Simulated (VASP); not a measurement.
Given:

```xyz
2
Lattice="0.0000 2.7517 2.7517 2.7517 0.0000 2.7517 2.7517 2.7517 0.0000" Properties=species:S:1:pos:R:3 pbc="T T T"
Mg     0.0000     0.0000     0.0000
Se     2.7517     2.7517     2.7517
```

Calculation: r2SCAN+rVV10, VASP's PBE PAW potentials (set 64) (plane waves; VASP). Numerical set-up: 520 eV cut-off, 8×8×8 Γ-centred mesh, Gaussian smearing of 0.050 eV, potentials Mg Se.

Task: What does the run give for the energy per atom (σ→0), pressure, band gap (on the k-mesh) with the smallest direct gap where there is one?

Result: 
```json
{
 "band gap (on the k-mesh)": "2.38 eV",
 "smallest direct gap (on the k-mesh)": "3.25 eV",
 "energy per atom (σ→0)": "-10.563 eV/atom",
 "pressure": "-1.91 GPa"
}
```

The absolute energy has meaning only against runs of the same code, potentials and settings.

The compound is MgSe in the rock salt structure. This cell is one point of a volume scan, at 1.03 of the reference volume.
